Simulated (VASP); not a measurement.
Given:

```
CELL_PARAMETERS angstrom
      6.40101     0.00000     0.00000
     -3.20051     5.54344     0.00000
      0.00000     0.00000    10.46004
ATOMIC_POSITIONS crystal
  Zr 0.33333 0.66667 0.06255
  Zr 0.66667 0.33333 0.56255
  Zr 0.66667 0.33333 0.93745
  Zr 0.33333 0.66667 0.43745
  O  0.33333 0.66667 0.25000
  O  0.66667 0.33333 0.75000
  O  0.50000 0.00000 0.00000
  O  0.50000 0.50000 0.50000
  O  0.00000 0.50000 0.00000
  O  0.50000 0.00000 0.50000
  O  0.50000 0.50000 0.00000
  O  0.00000 0.50000 0.50000
```

The numbers are results of r2SCAN meta-GGA, VASP's PBE PAW potentials (set 64) (plane waves; VASP 6.6.1), not measurements. Run with 520 eV cut-off, 5×5×3 Γ-centred mesh, tetrahedra with Blöchl corrections, potentials Zr_sv O.

The cores are frozen, which limits the accuracy of field gradients.

**Question.** Give the principal components of the electric field gradient (V/Å²) and the asymmetry η at each nucleus.

**Answer.** 
```json
[
 {"atom": "Zr1", "Vxx": "0.2", "Vyy": "0.2", "Vzz": "-0.5", "η": "-"},
 {"atom": "Zr2", "Vxx": "0.2", "Vyy": "0.2", "Vzz": "-0.5", "η": "-"},
 {"atom": "Zr3", "Vxx": "0.2", "Vyy": "0.2", "Vzz": "-0.5", "η": "-"},
 {"atom": "Zr4", "Vxx": "0.2", "Vyy": "0.2", "Vzz": "-0.5", "η": "-"},
 {"atom": "O5", "Vxx": "-1.1", "Vyy": "-1.1", "Vzz": "2.2", "η": "0.00"},
 {"atom": "O6", "Vxx": "-1.1", "Vyy": "-1.1", "Vzz": "2.2", "η": "0.00"},
 {"atom": "O7", "Vxx": "-1.2", "Vyy": "-1.1", "Vzz": "2.3", "η": "0.05"},
 {"atom": "O8", "Vxx": "-1.2", "Vyy": "-1.1", "Vzz": "2.3", "η": "0.05"},
 {"atom": "O9", "Vxx": "-1.2", "Vyy": "-1.1", "Vzz": "2.3", "η": "0.05"},
 {"atom": "O10", "Vxx": "-1.2", "Vyy": "-1.1", "Vzz": "2.3", "η": "0.05"},
 {"atom": "O11", "Vxx": "-1.2", "Vyy": "-1.1", "Vzz": "2.3", "η": "0.05"},
 {"atom": "O12", "Vxx": "-1.2", "Vyy": "-1.1", "Vzz": "2.3", "η": "0.05"}
]
```

The structure was generated: ZrO2 was put into the beta-tridymite type (P6_3/mmc), which need not be its known phase. It was relaxed first, which changed the volume by +24 %.
